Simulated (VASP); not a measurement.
```xyz
2
Lattice="0.0000 2.1950 2.1950 2.1950 0.0000 2.1950 2.1950 2.1950 0.0000" Properties=species:S:1:pos:R:3 pbc="T T T"
Nb     0.0000     0.0000     0.0000
N      2.1950     2.1950     2.1950
```

Level of theory: PBE GGA with spin-orbit coupling, VASP's PBE PAW potentials (set 64) (plane waves; VASP). Run with 520 eV cut-off, 13×13×13 Γ-centred mesh, first-order Methfessel-Paxton smearing of 0.10 eV, potentials Nb_sv N.

Q: What does the run give for the energy per atom (σ→0), pressure, band gap (on the k-mesh) with the smallest direct gap where there is one?

A: 
The band gap (on the k-mesh) comes out as none (metal, semimetal or under 0.01 eV), the energy per atom (σ→0) is -10.308 eV/atom and the pressure is 6.17 GPa.

Total energies compare only between runs with the same potentials, cut-off and functional.

The compound is NbN in the rock salt structure, the cubic δ form, which competes with hexagonal ones. The cell was not relaxed at this level. The run is one of a series of settings (GGA_COMPAT = .FALSE., LSORBIT = .TRUE., MAGMOM = 0 0 0 0 0 0, program vasp_ncl against the base run), some of them coarse on purpose. VASP warned that the highest band is occupied, so more bands are needed.
